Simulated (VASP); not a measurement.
All values below come from SCAN meta-GGA, VASP's PBE PAW potentials (set 64) (plane waves; VASP 6.6.1).

VASP input:

File POSCAR:
```
HoPd
1
    3.4411152447     0.0000000000    -0.0000000000
   -0.0000000000     3.4411152447     0.0000000000
   -0.0000000000    -0.0000000000     3.4411152447
Ho Pd
1 1
Direct
  0.0000000000   0.0000000000   0.0000000000
  0.5000000000   0.5000000000   0.5000000000
```

**INCAR**
```
SYSTEM = HoPd
PREC = Accurate
ENCUT = 400
EDIFF = 1E-6
NELM = 100
ALGO = Normal
LREAL = .FALSE.
LASPH = .TRUE.
ISMEAR = 1
SIGMA = 0.1
METAGGA = SCAN
LMIXTAU = .TRUE.
LMAXMIX = 6
LWAVE = .FALSE.
LCHARG = .FALSE.
IBRION = 2
ISIF = 3
NSW = 60
EDIFFG = -0.01
```

KPOINTS:
```
Automatic mesh
0
Gamma
10 10 10
0 0 0
```

POTCAR, in this order: Ho_3 Pd (PBE.64 set). Program: vasp_std.

Task: What will the output report for the number of irreducible k-points (NKPTS), number of bands (NBANDS), largest plane-wave count, number of space-group operations, FFT grid (NGX, NGY, NGZ)?

Result: 
```yaml
number of irreducible k-points (NKPTS): 56
number of bands (NBANDS): 13
largest_plane_wave_count: 756
number_of_space_group_operations: 48
FFT grid (NGX, NGY, NGZ): 24 × 24 × 24
```

The structure comes from a measured HoPd entry (Pm-3m) of the Crystallography Open Database, whose conditions weren't checked. It was relaxed first. The start is the result of an earlier pass. The electron count is odd and the run is not spin-polarised, which forces a metal. The 4f electrons are frozen in the core of the lanthanide potential, so 4f levels, which can set the real gap, and their magnetism are missing.
